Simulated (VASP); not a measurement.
Input:

```
CELL_PARAMETERS angstrom
      0.00000     2.60240     2.60240
      2.60240     0.00000     2.60240
      2.60240     2.60240     0.00000
ATOMIC_POSITIONS crystal
  Sr 0.00000 0.00000 0.00000
  O  0.50000 0.50000 0.50000
```

Method: PBE GGA, VASP's PBE PAW potentials (set 64) (plane waves; VASP). Numerical set-up: 520 eV cut-off, 8×8×8 Γ-centred mesh, Gaussian smearing of 0.050 eV, potentials Sr_sv O.

Problem. Predict the energy per atom (σ→0), band gap (on the k-mesh) with the smallest direct gap where there is one.

Solution. 
| Property | Value |
|---|---|
| band gap (on the k-mesh) | 3.28 eV |
| smallest direct gap (on the k-mesh) | 3.39 eV |
| energy per atom (σ→0) | -6.028 eV/atom |

The compound is SrO in the rock salt structure. It was relaxed first. The start is the result of an earlier pass.
